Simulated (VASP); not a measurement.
Data:

```
CELL_PARAMETERS angstrom
      3.18460     0.00000     0.00000
     -1.59230     2.75794     0.00000
      0.00000     0.00000    14.18509
ATOMIC_POSITIONS crystal
  Mo 0.66667 0.33333 0.75000
  Mo 0.33333 0.66667 0.25000
  S  0.66667 0.33333 0.37900
  S  0.33333 0.66667 0.87900
  S  0.33333 0.66667 0.62100
  S  0.66667 0.33333 0.12100
```

The numbers are results of PBE GGA, VASP's PBE PAW potentials (set 64) (plane waves; VASP), not measurements. Numerical set-up: PREC = Normal, EDIFF = 1E-5, 400 eV cut-off, 11×11×2 Γ-centred mesh, Gaussian smearing of 0.050 eV, potentials Mo_sv S.

Without a dispersion term in the relaxation, distances and binding between the weakly bound layers, chains or molecules are unreliable, and so is what depends on them.

The ions are relaxed. Which structure does the run end with?

```
CELL_PARAMETERS angstrom
      3.18460     0.00000     0.00000
     -1.59230     2.75794     0.00000
      0.00000     0.00000    14.18509
ATOMIC_POSITIONS crystal
  Mo 0.66667 0.33333 0.75000
  Mo 0.33333 0.66667 0.25000
  S  0.66667 0.33333 0.36022
  S  0.33333 0.66667 0.86022
  S  0.33333 0.66667 0.63978
  S  0.66667 0.33333 0.13978
```
Space group P6_3/mmc (194), at a tolerance of 0.03 Å.

How much energy does the relaxation gain?

The energy (σ→0) changes by -349.3 meV/atom, in 15 ionic steps.

The compound is MoS2 in the 2H layered structure. This run relaxes the ions in a fixed cell. Symmetry was kept, so distortions that lower it aren't found.
